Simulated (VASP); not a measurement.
Calculation: revPBE GGA, VASP's PBE PAW potentials (set 64) (plane waves; VASP 6.6.1).

The input files of a VASP run:

File KPOINTS:
```
Automatic
0
Gamma
15 15 8
```

**INCAR**
```
! general
SYSTEM   =  Re
PREC     =  Accurate
ENCUT    =  520
LREAL    =  .False.
LASPH    =  .True.

! electronic loop
EDIFF    =  1E-7   ! SCF stop (eV)
NELM     =  100   ! most electronic steps
ALGO     =  Normal   ! blocked Davidson
LMAXMIX  =  6

! smearing
ISMEAR   =  1
SIGMA    =  0.1   ! width (eV)

! functional
GGA      =  RE   ! revPBE

! ions
IBRION   =  2
NSW      =  30
ISIF     =  4
EDIFFG   =  -0.01

! output
LWAVE    =  .False.
LCHARG   =  .False.
```

**POSCAR**
```
Re
1.0
  1.3621451549  -2.3593045008   0.0000000000
  1.3621451549   2.3593045008   0.0000000000
  0.0000000000   0.0000000000   4.3996233066
Re
2
direct
  0.3333330000   0.6666670000   0.2500000000
  0.6666670000   0.3333330000   0.7500000000
```

POTCAR, in this order: Re (PBE.64 set). Program: vasp_std.

Unless said otherwise, spin-orbit coupling is left out, though it shifts the bands of the heavy elements here.

Task: Predict the energy per atom (σ→0), band gap (on the k-mesh).

Result: 
| Property | Value |
|---|---|
| energy per atom (σ→0) | -11.873 eV/atom |
| band gap (on the k-mesh) | none (metal, semimetal or under 0.01 eV) |

### OSZICAR
```
...
       N       E                     dE             d eps       ncg     rms          rms(c)
DAV:   1    -0.237470149082E+02   -0.18756E-02   -0.93434E-02  4479   0.114E+01    0.163E-01
DAV:   2    -0.237463045221E+02    0.71039E-03   -0.10262E-03  5464   0.430E-01    0.818E-02
DAV:   3    -0.237460851101E+02    0.21941E-03   -0.47004E-04  5671   0.319E-01    0.152E-02
DAV:   4    -0.237460859473E+02   -0.83716E-06   -0.13717E-05  4725   0.414E-02    0.538E-03
DAV:   5    -0.237460858307E+02    0.11661E-06   -0.76548E-08  2785   0.138E-02    0.191E-03
DAV:   6    -0.237460858297E+02    0.10280E-08   -0.35071E-08  2313   0.593E-03
   3 F= -.23746086E+02 E0= -.23746237E+02  d E =-.445146E-03
```

The compound is Re in the hcp structure. This cell is one point of a volume scan, at 0.94 of the reference volume. Symmetry was kept, so distortions that lower it aren't found.
